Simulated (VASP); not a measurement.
Input:

```
CELL_PARAMETERS angstrom
      0.00000     3.50000     3.50000
      3.50000     0.00000     3.50000
      3.50000     3.50000     0.00000
ATOMIC_POSITIONS crystal
  Ba 0.00000 0.00000 0.00000
  Te 0.50000 0.50000 0.50000
```

Method: PBE GGA, VASP's PBE PAW potentials (set 64) (plane waves; VASP 6.6.1). Run with 300 eV cut-off, 8×8×8 Γ-centred mesh, Fermi-Dirac smearing of 0.010 eV, potentials Ba_sv Te.

At this cut-off the stress carries a Pulay error, which pulls relaxed volumes low. Unless said otherwise, spin-orbit coupling is left out, though it shifts the bands of the heavy elements here.

Estimate the energy per atom (σ→0), pressure, band gap (on the k-mesh) with the smallest direct gap where there is one.

```json
{
 "band gap (on the k-mesh)": "1.52 eV",
 "smallest direct gap (on the k-mesh)": "1.90 eV",
 "energy per atom (σ→0)": "-4.309 eV/atom",
 "pressure": "1.17 GPa"
}
```

The absolute energy has meaning only against runs of the same code, potentials and settings.

The structure is a typed BaTe crystal (Fm-3m). The cell was not relaxed at this level.
